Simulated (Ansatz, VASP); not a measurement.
# Te (Tellurium): VASP beside Ansatz

One calculation is typed for both programs; each brings its own data sets. How far apart do they land? The cell is taken from a series of runs on this material, whose earlier steps may have relaxed, scaled, displaced or heated it; both programs get it as it stands.

Main program and level: Ansatz 0.2.0; plane waves, with VASP 6.6.1 beside it; zone-centre phonons at PBE with D3(BJ).

## Step 1: Starting point

It takes space group P3_121 (No. 152, trigonal). Conventional cell: a = 4.314 Å, b = 4.314 Å, c = 5.975 Å, α = 90.00°, β = 90.00°, γ = 120.00°. Nearest to Te lie 2 Te at 2.91 Å.

Structure file:

```cif
data_structure
_symmetry_space_group_name_H-M 'P 1'
_symmetry_Int_Tables_number 1
_cell_length_a 4.3139
_cell_length_b 4.3139
_cell_length_c 5.9747
_cell_angle_alpha 90.000
_cell_angle_beta 90.000
_cell_angle_gamma 120.000
_cell_volume 96.29
loop_
_atom_site_label
_atom_site_type_symbol
_atom_site_fract_x
_atom_site_fract_y
_atom_site_fract_z
_atom_site_occupancy
Te1 Te 0.28474 0.00000 0.33333 1
Te2 Te 0.00000 0.28474 0.66667 1
Te3 Te 0.71526 0.71526 0.00000 1
```

## Step 2: Ansatz: zone-centre phonons, PBE with D3(BJ)

Ansatz runs on its PAW soft_1 files.

Second derivatives magnify differences that forces hide, and they need a tight electronic threshold.

The input, input.yaml:

```yaml
crystal:
  lattice:
    - [4.3139307111, 0.0, 0.0]
    - [-2.1569653555, 3.7359735859, 0.0]
    - [0.0, 0.0, 5.9747238141]
  atoms:
    - { symbol: Te, position: [0.2847393115, 0.0, 0.3333333333] }
    - { symbol: Te, position: [0.0, 0.2847393115, 0.6666666667] }
    - { symbol: Te, position: [0.7152606885, 0.7152606885, 0.0] }
kpoints:
  mp_grid: { grid: [12, 12, 8] }
hamiltonian:
  xc: pbe
  dispersion: d3bj
  pseudopotentials: { kind: paw, azcp: { folder: soft_1 } }
scf:
  occupations: { method: methfessel_paxton, width: 0.2 }
output:
  eigenvalues: true
phonons:
  method: dfpt
```

The run is started by

```sh
ansatz run input.yaml --threads 4 --pin off --max-ram 16384MiB --backend cpu --events-out ev --progress --plain --runs-dir out
```

Numbers of over 12 decimals in the logs are rounded to 6 here.

The log of the run:

```text
zone centre: on kpoints.mp_grid the ground state, and the responses unless they are solved on pairs of k-points, stand on 320 of the mesh's 1152 k-points, reduced under 2 symmetry operations, with k and −k counted as one. Each operation leaves every solved displacement unchanged or reverses it
Engine: ansatz 0.2.0, x86_64-unknown-linux-gnu
Pseudopotentials: kind: paw
Pseudopotential: Te, paw, valence charge 16, recommended cutoff 420 eV (normal), soft_1/Te.paw.azcp
Functional definition: PBE
  parameter kappa = 0.804
  parameter beta = 0.066725
  exchange = pbe_x(kappa = kappa, mu = beta*pi^2/3)
  correlation = pbe_c(beta = beta)
Crystal: 3 atoms, lattice volume = 96.293 Å³
Basis set: ecut = 420 eV, 1885 PW (Γ), exchange–correlation on 60×60×96 points (8 copies of the dense FFT grid, shifted against one another)
Bands: 29, of which v1, the nominal top of the filled ones, is band 24 counted from 1 (23 counted from 0)
Symmetry: 6 space group operations
k-points: 320 of 1152 (irreducible under 2 space group operations, time reversal used)
Non-local potential: Te, projectors of the file, l = 0: 2, l = 1: 2, l = 2: 2, l = 3: 1
PAW form: soft (Blöchl's): semilocal exchange-correlation on the pseudo side does not see the compensation charge
PAW one-centre angular grid: Te, 590 points (default); XC on 64 Gauss nodes
Initial density: superposition of atomic densities (chi_scale 0.1, normalization cell)
Initial wavefunctions: pseudopotential atomic-orbital guess
Functional: x = pbe(κ = 0.804, μ = 0.219515), c = pbe(β = 0.066725)
SCF iter   1: F=—  HF=-20941.479888 eV  |F-HF|=—  |Δ(HF+E_count)|=         —  Δρ=1.42e-2  dr2=1.41e-1  ethr=3.10e-3  ⟨swp⟩=8.7  Hψ=45770  notcnv=0
preconditioner: auto → Resta (q_TF=auto, 2.429 Å⁻¹)  ε∞=4.4  [insulator: Δε(μ)=0.214 eV  Ē_g=8.705 eV  σ=0.200 eV  W_gap=0.59  n_scr=22 (ndim 8)  ℏωp=16.1 eV  f_vac=0.003  D(μ)=-0.05/eV (n_scr^D=0)  ε∞_Penn≈4.4]
SCF iter   2: F=—  HF=-20941.473890 eV  |F-HF|=—  |Δ(HF+E_count)|=   6.00e-3  S|Δr|=    0.00e0  Δρ=8.41e-3  dr2=4.89e-2  ethr=2.93e-4  ⟨swp⟩=1.0  Hψ=11848  notcnv=0
SCF iter   3: F=—  HF=-20941.474043 eV  |F-HF|=—  |Δ(HF+E_count)|=   1.53e-4  S|Δr|=    0.00e0  Δρ=7.87e-4  dr2=5.62e-4  ethr=1.02e-4  ⟨swp⟩=2.0  Hψ=13034  notcnv=0
SCF iter   4: F=—  HF=-20941.474321 eV  |F-HF|=—  |Δ(HF+E_count)|=   2.78e-4  S|Δr|=    0.00e0  Δρ=2.74e-4  dr2=8.08e-5  ethr=1.17e-6  ⟨swp⟩=2.0  Hψ=16871  notcnv=0
SCF iter   5: F=—  HF=-20941.474395 eV  |F-HF|=—  |Δ(HF+E_count)|=   7.45e-5  S|Δr|=    0.00e0  Δρ=8.97e-5  dr2=1.22e-5  ethr=1.68e-7  ⟨swp⟩=2.6  Hψ=15659  notcnv=0
SCF iter   6: F=—  HF=-20941.474410 eV  |F-HF|=—  |Δ(HF+E_count)|=   1.43e-5  S|Δr|=    0.00e0  Δρ=2.23e-5  dr2=5.74e-7  ethr=2.55e-8  ⟨swp⟩=2.0  Hψ=12073  notcnv=0
SCF iter   7: F=—  HF=-20941.474413 eV  |F-HF|=—  |Δ(HF+E_count)|=   3.45e-6  S|Δr|=    0.00e0  Δρ=3.37e-6  dr2=9.43e-9  ethr=1.20e-9  ⟨swp⟩=2.0  Hψ=12126  notcnv=0
SCF iter   8: F=—  HF=-20941.474413 eV  |F-HF|=—  |Δ(HF+E_count)|=   2.59e-8  S|Δr|=    0.00e0  Δρ=9.87e-7  dr2=7.58e-10  ethr=1.97e-11  ⟨swp⟩=2.0  Hψ=16989  notcnv=0
SCF iter   9: F=—  HF=-20941.474413 eV  |F-HF|=—  |Δ(HF+E_count)|=  8.80e-10  S|Δr|=    0.00e0  Δρ=2.88e-7  dr2=5.74e-11  ethr=1.58e-12  ⟨swp⟩=2.0  Hψ=16901  notcnv=0
SCF iter  10: F=-20941.474413 eV  HF=-20941.474413 eV  |F-HF|=3.64e-12  |Δ(HF+E_count)|=  2.55e-11  S|Δr|=    0.00e0  Δρ=8.66e-8  dr2=4.69e-12  ethr=1.00e-12  ⟨swp⟩=9.8  Hψ=55563  notcnv=0
SCF 1 converged in 10 iterations: F = -20941.474413 eV  dr2 = 4.69e-12
  greatest PAW one-centre occupation: 0.998 electrons in one spin orbital (limit 2), on the Te atom at site 2 (counted from 0), in its partial waves of l = 2
DFPT response loops at Γ: preconditioner auto → Kerker (q_TF=auto, 2.429 Å⁻¹) (partly filled bands, converged f_vac=0.014); β = 1.00, the filter's whole step (`scf.mixing.beta` (0.50) is not read by the response loops under this deck's `scf.mixing.preconditioner`; to damp them name `kerker` or `kerker_dos`, under which they read `scf.mixing.beta`, and type it under 1.00, their step now; both keys bind the ground state too); Broyden in place of MSR1
SCF converged after 10 iterations
Stability not checked: this state was not tested for a lower state beside it, because cold or Methfessel-Paxton smearing, or corrected tetrahedra, fill the levels in a way that the test cannot read (fill_not_monotonic; see scf.lower_state_search)
Free energy (F): -20941.474413 eV
Harris-Foulkes:  -20941.474413 eV  (|F-HF|=3.64e-12)
Internal energy: -20941.477548 eV  (E = F + TS)
E sigma→0 (E₀):  -20941.475197 eV
Entropy (-TS):   0.003135 eV (1.045 meV/atom)
Fermi energy:    9.714700 eV
Step filling:    the computed levels leave a gap of 0.0255 eV = 0.1 smearing widths at the electron count; against every level under it full and every level over it empty, smearing changes F+E_penalty+E_count by +0.366 meV and its σ→0 estimate by -0.418 meV
--- Per-component energies (eV) ---
  E_band       = -762.128767
  E_kinetic    = 515.733207
  E_local      = -4723.914788  (includes V_loc(G=0)·N_el)
  E_nonlocal   = 193.729656
  E_hartree    = 2367.458120
  E_xc         = -368.419522
  E_vxc        = -306.791442  (∫ρ·V_xc dr)
  E_paw        = -14006.761534  (= ΣΔE_a)
  E_vpaw       = -1175.801859  (= ΣTr[D̂ρ^β])
  E_aug_tail   = 0.000260  (compensation charges beyond the density's cutoff)
  E_ewald      = -4917.932560
  E_disp       = -1.370390  (pairwise vdW)
  E_smearing   = 0.003135  (= −TS)
  E_closure    = 0.000000  (closes the sum)
  Σ components = -20941.474413   (vs F -20941.474413, Δ=0.00e0)
--- Band table (eV; the first three rows and the last of 320) ---
  k-point 0: bands = [... 20 lower, 7.0697, 7.8904, 7.8904, 8.5139, 10.6531, 10.6531, 11.3554, 14.5568, ... 1 higher]
  k-point 1: bands = [... 20 lower, 7.2024, 7.9475, 8.0694, 8.5407, 10.5189, 10.5434, 11.1895, 14.1181, ... 1 higher]
  k-point 2: bands = [... 20 lower, 7.1699, 8.1209, 8.3939, 8.6193, 10.2301, 10.2809, 10.7924, 13.7243, ... 1 higher]
  k-point 319: bands = [... 20 lower, 4.9682, 8.1464, 8.5227, 9.3578, 10.2844, 11.1968, 11.2479, 14.6645, ... 1 higher]
--- Phonons (Γ-DFPT): 3 representative perturbations + reference, on 320 of 1152 k-points (Σ response iterations 9) ---
  k mesh reduced under 2 symmetry operations, with k and −k counted as one. Each operation leaves every solved displacement unchanged or reverses it
  ASR residual: 6.588e-5 → 0.000e0 eV/Å²; symmetrization residual: 3.359e-6 eV/Å²
  pairwise dispersion correction: d3bj (s6 = 1.0, s8 = 0.7875, a1 = 0.4289, a2_bohr = 4.4407), with the weights of each atom's references fixed at the reference crystal's, and the forces and stress that the weights' published response gives there kept as a pressure on the atom's counted neighbours (hamiltonian.dispersion)
  ASR residual per site (eV/Å²): 6.59e-5 6.59e-5 6.59e-5
  Γ frequencies (cm⁻¹): 0.00 0.00 0.00 81.72 81.72 89.01 98.59 127.74 127.74
  non-analytic LO–TO correction: not included (Born effective charges unavailable; polar crystals: no LO–TO splitting at Γ)
```

The column dr2 measures how far the density is from self-consistency, as an energy; F and HF (Harris–Foulkes) agree once it is small.

(Continued in part 2 of 2.)

[Lines on the potential files, build, host, timing and source positions are cut from VASP's logs without a mark.]

[Logs are printed without paths, hosts, clocks, repeated set-up lines and the standing remarks that a program may print on its own settings, such as how far it seeks lower states.]

[Hosts, paths, dates, database ids (printed as entryN), source tags and the programs' standing remarks are cut or masked in the printed files.]
